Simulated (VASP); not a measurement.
Given:

```
CELL_PARAMETERS angstrom
      0.00000     3.20030     3.20030
      3.20030     0.00000     3.20030
     12.82753    12.82753    -0.02633
ATOMIC_POSITIONS crystal
  Zn 0.99805 0.99805 0.00146
  Te 0.26504 0.26504 0.05122
  Te 0.25343 0.25343 0.30993
  Te 0.24383 0.24383 0.56713
  Te 0.23471 0.23471 0.82396
  Hg 0.01173 0.01173 0.24120
  Hg 0.00105 0.00105 0.49921
  Hg 0.99215 0.99215 0.75589
```

Calculation: PBEsol GGA, VASP's PBE PAW potentials (set 64) (plane waves; VASP 6.6.1). Run with 400 eV cut-off, Gaussian smearing of 0.050 eV, potentials Zn Te Hg.

Give the energies of bands 27 to 40 at the high-symmetry points, in eV from the Fermi level.

| band | Γ | T | H2 | L | S0 | F |
|---|---|---|---|---|---|---|
| 27 | -3.26 | -2.08 | -5.31 | -5.24 | -5.31 | -5.12 |
| 28 | -1.29 | -1.62 | -4.97 | -5.01 | -4.97 | -4.91 |
| 29 | -1.29 | -1.28 | -3.24 | -2.56 | -3.24 | -2.58 |
| 30 | -0.66 | -1.28 | -2.97 | -2.50 | -2.96 | -2.52 |
| 31 | -0.66 | -0.75 | -2.82 | -2.35 | -2.84 | -2.40 |
| 32 | -0.49 | -0.75 | -2.71 | -1.99 | -2.70 | -2.29 |
| 33 | -0.45 | -0.28 | -1.91 | -1.83 | -1.96 | -1.78 |
| 34 | -0.45 | -0.28 | -1.89 | -1.76 | -1.84 | -1.58 |
| 35 | -0.19 | -0.09 | -1.76 | -1.27 | -1.79 | -1.07 |
| 36 | 0.00 | -0.09 | -1.68 | -1.11 | -1.66 | -0.95 |
| 37 | 0.00 | 0.54 | 2.18 | 1.46 | 2.15 | 0.72 |
| 38 | 0.83 | 0.83 | 2.30 | 1.60 | 2.34 | 1.81 |
| 39 | 1.01 | 0.96 | 2.53 | 1.89 | 2.52 | 1.97 |
| 40 | 1.17 | 1.08 | 3.15 | 2.20 | 3.15 | 2.31 |

It has no gap at this level: it comes out as a metal or semimetal.

The structure was generated: Hg3ZnTe4 was put into an ordered model structure (R3m), which need not be its known phase. It was relaxed first.
